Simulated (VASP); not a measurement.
All values below come from PBE GGA, VASP's PBE PAW potentials (set 64) (plane waves; VASP).

Input for VASP

POSCAR:
```
BaZrO3
1
    4.0879663479     0.0000000000     0.0000000000
    0.0000000000     4.0879663479     0.0000000000
   -0.0000000000     0.0000000000     4.0879663479
Ba Zr O
1 1 3
Direct
  0.0000000000   0.0000000000   0.0000000000
  0.5000000000   0.5000000000   0.5000000000
  0.5000000000   0.0000000000   0.5000000000
  0.0000000000   0.5000000000   0.5000000000
  0.5000000000   0.5000000000   0.0000000000
```

**INCAR**
```
LCHARG=.FALSE.
ENCUT=620
EDIFFG=-0.02   ! ionic stop
PREC=Accurate
EDIFF=1E-6   ! SCF stop (eV)
SYSTEM=BaZrO3
PSTRESS=200
GGA=PE   ! PBE
LREAL=.FALSE.   ! projection in real space or not
NSW=40
IBRION=2
ISMEAR=0
LASPH=.TRUE.
NELM=100
SIGMA=0.05   ! width (eV)
ALGO=Normal   ! blocked Davidson
LMAXMIX=4
ISIF=3   ! ions, shape and volume
LWAVE=.FALSE.
```

File KPOINTS:
```
Automatic mesh
0
Gamma
6 6 6
0 0 0
```

POTCAR, in this order: Ba_sv Zr_sv O (PBE.64 set). Program: vasp_std.

The resulting files:

**OSZICAR**
```
       N       E                     dE             d eps       ncg     rms          rms(c)
DAV:   1     0.363520557708E+03    0.36352E+03   -0.24600E+04   960   0.189E+03
DAV:   2    -0.262362636413E+02   -0.38976E+03   -0.38494E+03  1208   0.429E+02
DAV:   3    -0.481869636996E+02   -0.21951E+02   -0.21928E+02  1592   0.997E+01
DAV:   4    -0.486768890624E+02   -0.48993E+00   -0.48981E+00  1320   0.123E+01
DAV:   5    -0.486896059780E+02   -0.12717E-01   -0.12717E-01  1416   0.138E+00    0.356E+01
DAV:   6    -0.412487515542E+02    0.74409E+01   -0.44524E+01  1168   0.462E+01    0.163E+01
DAV:   7    -0.412902908679E+02   -0.41539E-01   -0.30440E+00  1408   0.106E+01    0.920E+00
DAV:   8    -0.412891252136E+02    0.11657E-02   -0.25399E-01  1248   0.428E+00    0.745E-01
DAV:   9    -0.412865075176E+02    0.26177E-02   -0.59638E-02  1280   0.145E+00    0.412E-01
DAV:  10    -0.412877629744E+02   -0.12555E-02   -0.13401E-02  1320   0.107E+00    0.224E-01
DAV:  11    -0.412874985404E+02    0.26443E-03   -0.14994E-03  1216   0.350E-01    0.335E-02
DAV:  12    -0.412875335478E+02   -0.35007E-04   -0.13123E-04  1216   0.948E-02    0.304E-02
DAV:  13    -0.412875360833E+02   -0.25355E-05   -0.14917E-05  1504   0.241E-02    0.474E-03
DAV:  14    -0.412875360587E+02    0.24660E-07   -0.57464E-07   808   0.659E-03
   1 F= -.32759651E+02 E0= -.32759651E+02  d E =-.327597E+02
```

### OUTCAR
```
------------------------ aborting loop because EDIFF is reached ----------------------------------------
  FORCE on cell =-STRESS in cart. coord.  units (eV):
  Direction    XX          YY          ZZ          XY          YZ          ZX
  --------------------------------------------------------------------------------------
  Total        8.5195675      8.5195675      8.5195675      0.0000000      0.0000000     -0.0000000
  in kB      199.8049281    199.8049281    199.8049281      0.0000000      0.0000000     -0.0000000
  external PRESSURE =      -0.1950719 kB  Pullay stress =     200.0000000 kB
  volume of cell :       68.32
      direct lattice vectors                 reciprocal lattice vectors
     4.087966348  0.000000000  0.000000000     0.244620409  0.000000000  0.000000000
     0.000000000  4.087966348  0.000000000     0.000000000  0.244620409  0.000000000
     0.000000000  0.000000000  4.087966348     0.000000000  0.000000000  0.244620409
 POSITION                                       TOTAL-FORCE (eV/Angst)
 -----------------------------------------------------------------------------------
      0.00000      0.00000      0.00000         0.000000      0.000000      0.000000
      2.04398      2.04398      2.04398         0.000000      0.000000      0.000000
      2.04398      0.00000      2.04398         0.000000      0.000000      0.000000
      0.00000      2.04398      2.04398         0.000000      0.000000      0.000000
      2.04398      2.04398      0.00000         0.000000      0.000000      0.000000
 -----------------------------------------------------------------------------------
    total drift:                                0.000000      0.000000      0.000000
  FREE ENERGIE OF THE ION-ELECTRON SYSTEM (eV)
  ---------------------------------------------------
  free  energy   TOTEN  =       -41.2875360587 eV

  energy  without entropy=      -41.2875360587  energy(sigma->0) =      -41.28753606
  enthalpy is  TOTEN    =       -32.7596507802 eV   P V=        8.5278852785

 reached required accuracy - stopping structural energy minimisation
```
(Selected blocks of OUTCAR.)

The compound is BaZrO3 in the cubic perovskite structure. It was relaxed first under an external pressure of 20 GPa.
